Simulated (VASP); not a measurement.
Here is the system:

```xyz
2
Lattice="1.5969 -2.7660 0.0000 1.5969 2.7660 0.0000 0.0000 0.0000 5.1015" Properties=species:S:1:pos:R:3 pbc="T T T"
Mg     1.5969     0.9220     1.2754
Mg     1.5969    -0.9220     3.8261
```

Method: AM05 GGA, VASP's PBE PAW potentials (set 64) (plane waves; VASP). Numerical set-up: 520 eV cut-off, Gaussian smearing of 0.050 eV, potentials Mg.

Give the energies of bands 1 to 5 at the high-symmetry points, in eV from the Fermi level.

| band | Γ | M | K | A | L | H |
|---|---|---|---|---|---|---|
| 1 | -7.03 | -2.27 | -0.76 | -5.60 | -1.18 | 0.13 |
| 2 | -1.68 | -2.21 | -0.67 | -5.60 | -1.18 | 0.13 |
| 3 | -1.09 | 2.69 | -0.67 | 5.31 | -0.48 | 0.58 |
| 4 | 10.83 | 3.00 | 4.15 | 5.31 | -0.48 | 0.58 |
| 5 | 10.83 | 3.42 | 4.15 | 11.60 | 8.00 | 1.56 |

It has no gap at this level: it comes out as a metal or semimetal.

The compound is Mg in the hcp structure. It was relaxed first.
